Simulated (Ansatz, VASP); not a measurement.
## ScB2 in VASP and in Ansatz

```
Sc B
1.0
     3.09731    0.00000    0.00000
    -1.54865    2.68235    0.00000
     0.00000    0.00000    3.46194
Sc B
1 2
Direct
  0.00000 0.00000 0.00000
  0.33333 0.66667 0.50000
  0.66667 0.33333 0.50000
```

Alike in both runs: functional LDA; k mesh 9 × 9 × 6; occupations gaussian, width 0.1 eV; no spin polarisation.

Ansatz relaxed the structure, and its values are those at the end. VASP's run is a single point on that final structure, the one shown.

```csv
,VASP,Ansatz
version,VASP 6.6.1,Ansatz 0.2.0
potentials or method,"VASP PAW LDA potentials, release 64 (Sc_sv, B)","scalar-relativistic, plane waves, PAW"
plane-wave cutoff (eV),520,420
valence electrons in the cell,17,17
```

Ansatz gave:

```
gap on the k mesh at the Fermi level (eV) : none
pressure (GPa)                            : -0.1
```

Task: What did VASP give for the same quantities?

Result: gap on the k mesh at the Fermi level (eV): none; pressure (GPa): 0.6.

A gap of «none» marks a metal or a gap that the smearing closes.
